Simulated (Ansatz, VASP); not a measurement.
# One calculation of Al3B2P, two programs

```
Al B P
1.0
     6.10595    0.00000    0.00000
    -3.05298    5.28791    0.00000
     0.00000    0.00000    2.59836
Al B P
3 2 1
Cartesian
  1.5265 2.6440 1.2992
  -1.5265 2.6440 1.2992
  3.0530 0.0000 1.2992
  0.0000 3.5253 0.0000
  3.0530 1.7626 0.0000
  0.0000 0.0000 0.0000
```

Change from the starting cell: species swapped into the ErB2Ir3 type (C2/m, No. 12).

Alike in both runs: functional PBE; k mesh 6 × 6 × 14; occupations gaussian, width 0.1 eV; no spin polarisation.

Ansatz relaxed the structure, and its values are those at the end. VASP's run is a single point on that final structure, the one shown.

|  | VASP | Ansatz |
| --- | --- | --- |
| version | VASP 6.6.1 | Ansatz 0.2.0 |
| potentials or method | VASP PAW PBE potentials, release 64 (Al, B, P) | scalar-relativistic, plane waves, PAW |
| plane-wave cutoff (eV) | 520 | 420 |
| valence electrons in the cell | 20 | 20 |

```tsv
	VASP	Ansatz	Ansatz less VASP
gap on the k mesh at the Fermi level (eV)	none	none	-
pressure (GPa)	0.0	0.0	+0.04
```

A gap of «none» marks a metal or a gap that the smearing closes.
